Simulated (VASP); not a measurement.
Input:

```
Cd4SSe3
1.0
   -0.00018     6.01979     6.01331
    6.01979    -0.00018     6.01331
    3.00981     3.00981     0.00000
Cd Se S
4 3 1
Direct
  0.99962   0.99962   0.00076
  0.98986   0.50395   0.00620
  0.50395   0.98986   0.00620
  0.50654   0.50654   0.98691
  0.12593   0.12593   0.24813
  0.12663   0.62320   0.25016
  0.62320   0.12663   0.25016
  0.62426   0.62426   0.25147
```

These are PBEsol GGA, VASP's PBE PAW potentials (set 64) (plane waves; VASP) values and carry that method's errors. Run with 400 eV cut-off, Gaussian smearing of 0.050 eV, potentials Cd Se S.

### Question
Give the energies of bands 27 to 40 at the high-symmetry points, in eV from the valence-band maximum.

### Answer

```tsv
band	Γ	Y	C0	Z	A0	T	S	R
27	-4.15	-2.63	-2.93	-3.73	-4.03	-4.17	-2.80	-4.00
28	-2.00	-2.61	-2.89	-3.65	-4.03	-4.15	-2.69	-3.97
29	-1.96	-2.15	-2.57	-2.44	-2.06	-2.06	-2.10	-2.29
30	-0.95	-2.12	-1.50	-2.35	-1.99	-1.97	-2.05	-2.08
31	-0.87	-1.41	-1.47	-2.33	-1.95	-1.95	-1.63	-2.03
32	-0.81	-1.23	-1.20	-2.29	-1.84	-1.86	-1.29	-1.98
33	-0.68	-0.97	-1.03	-2.11	-1.36	-0.93	-0.61	-1.64
34	-0.03	-0.97	-1.01	-2.08	-1.17	-0.79	-0.54	-1.45
35	-0.02	-0.80	-0.93	-0.96	-0.91	-0.79	-0.31	-1.30
36	0.00	-0.70	-0.42	-0.70	-0.91	-0.68	-0.31	-1.27
37	0.54	3.16	3.04	3.70	2.83	2.33	2.17	3.58
38	2.34	3.21	3.26	3.78	2.96	2.42	2.34	3.60
39	2.44	3.75	3.31	4.96	3.19	2.93	3.60	3.71
40	3.03	3.80	3.93	5.01	3.40	3.13	3.74	3.76
```

The gap is direct, 0.54 eV, from the valence maximum at Γ to the conduction minimum at Γ.

The structure was generated: Cd4SSe3 was put into an ordered model structure (Amm2), which need not be its known phase. It was relaxed first.
